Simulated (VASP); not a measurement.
Here is the system:

```
Sn
1.0
   -2.93656     2.93656     1.59708
    2.93656    -2.93656     1.59708
    2.93656     2.93656    -1.59708
Sn
2
Direct
  0.75000   0.25000   0.50000
  0.00000   0.00000   0.00000
```

All values below come from r2SCAN meta-GGA, VASP's PBE PAW potentials (set 64) (plane waves; VASP). Numerical set-up: 400 eV cut-off, 14×14×14 Γ-centred mesh, tetrahedra with Blöchl corrections, potentials Sn_d.

Unless said otherwise, spin-orbit coupling is left out, though it shifts the bands of the heavy elements here.

Problem. Tabulate the total density of states (states/eV per cell) against energy (eV; zero at the valence-band maximum or, without a gap, the Fermi level).

Solution. 
(E (eV), DOS (states/eV)): (-9.98, 0.42); (-9.38, 0.54); (-8.90, 0.56); (-8.30, 0.67); (-7.70, 0.89); (-7.22, 1.06); (-6.62, 0.51); (-6.02, 0.50); (-5.54, 0.65); (-4.94, 0.37); (-4.34, 0.41); (-3.86, 0.72); (-3.26, 0.91); (-2.66, 0.90); (-2.18, 1.00); (-1.58, 1.39); (-0.98, 1.01); (-0.50, 0.94); (0.10, 0.88); (0.70, 0.96); (1.18, 0.92); (1.78, 0.89); (2.38, 1.13); (2.86, 1.04); (3.46, 1.13)
Within 2 eV below the Fermi level the largest weight inside VASP's projection spheres is Sn p.

The structure comes from a computed database's Sn entry (I4_1/amd); how it stands against other phases isn't given here. It was relaxed first.
